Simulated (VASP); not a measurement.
A VASP calculation is set up with these files.

### POSCAR
```
IrO2
1.0
  4.4657394869   0.0000000000   0.0000000000
  0.0000000000   4.4657394869   0.0000000000
  0.0000000000   0.0000000000   3.1555231281
Ir O
2 4
Cart
  0.0000000000   0.0000000000   0.0000000000
  2.2328697435   2.2328697435   1.5777615641
  1.3785860680   1.3785860680   0.0000000000
  3.6114558114   0.8542836755   1.5777615641
  0.8542836755   3.6114558114   1.5777615641
  3.0871534189   3.0871534189   0.0000000000
```

INCAR:
```
! general
SYSTEM   = IrO2
PREC     = Accurate
ENCUT    = 520   ! plane-wave cut-off (eV)
LREAL    = .FALSE.   ! projection in real space or not
LASPH    = .TRUE.   ! aspherical one-centre terms

! electronic loop
EDIFF    = 1E-7   ! SCF stop (eV)
NELM     = 100   ! most electronic steps
ALGO     = Normal   ! blocked Davidson
LMAXMIX  = 6

! smearing
ISMEAR   = 1
SIGMA    = 0.1   ! width (eV)

! functional
GGA      = MK
LUSE_VDW = .TRUE.
AGGAC    = 0.0
PARAM1   = 0.1234
PARAM2   = 1.0

! ions
IBRION   = 2   ! conjugate gradients
NSW      = 30   ! most ionic steps
ISIF     = 4   ! ions and shape, fixed volume
EDIFFG   = -0.01   ! ionic stop

! output
LWAVE    = .FALSE.
LCHARG   = .FALSE.
```

File KPOINTS:
```
kpoints
0
gamma
 7 7 10
0 0 0
```

POTCAR, in this order: Ir O (PBE.64 set). Program: vasp_std.

Write an equivalent input for Quantum ESPRESSO's pw.x.

One equivalent input (not run):
```
&CONTROL
  calculation = 'vc-relax'
  pseudo_dir = './pseudo'
  outdir = './out'
  tprnfor = .true.
  tstress = .true.
  nstep = 30
  forc_conv_thr = 0.00039
/
&SYSTEM
  ibrav = 0
  nat = 6
  ntyp = 2
  ecutwfc = 84
  occupations = 'smearing'
  smearing = 'methfessel-paxton'
  degauss = 0.00735
  input_dft = 'vdw-df-ob86'
/
&ELECTRONS
  conv_thr = 7.3e-09
  electron_maxstep = 100
/
&IONS
/
&CELL
  cell_dofree = 'shape'
/
ATOMIC_SPECIES
  Ir 192.217 Ir.upf
  O 15.999 O.upf
CELL_PARAMETERS angstrom
     4.4657395    0.0000000    0.0000000
     0.0000000    4.4657395    0.0000000
     0.0000000    0.0000000    3.1555231
ATOMIC_POSITIONS crystal
  Ir   0.0000000  0.0000000  0.0000000
  Ir   0.5000000  0.5000000  0.5000000
  O    0.3087028  0.3087028  0.0000000
  O    0.8087028  0.1912972  0.5000000
  O    0.1912972  0.8087028  0.5000000
  O    0.6912972  0.6912972  0.0000000
K_POINTS automatic
  7 7 10 0 0 0
```
Limits of the translation: the potentials are each code's own (VASP's PAW set, PseudoDojo norm-conserving files in pw.x), so ENCUT and ecutwfc are chosen apart and not converted; conv_thr bounds pw.x's estimated SCF error, while EDIFF bounds the energy change between steps; forc_conv_thr acts on force components and is met together with etot_conv_thr.

The compound is IrO2 in the rutile structure. This cell is one point of a volume scan, at 0.97 of the reference volume. Symmetry was kept, so distortions that lower it aren't found.
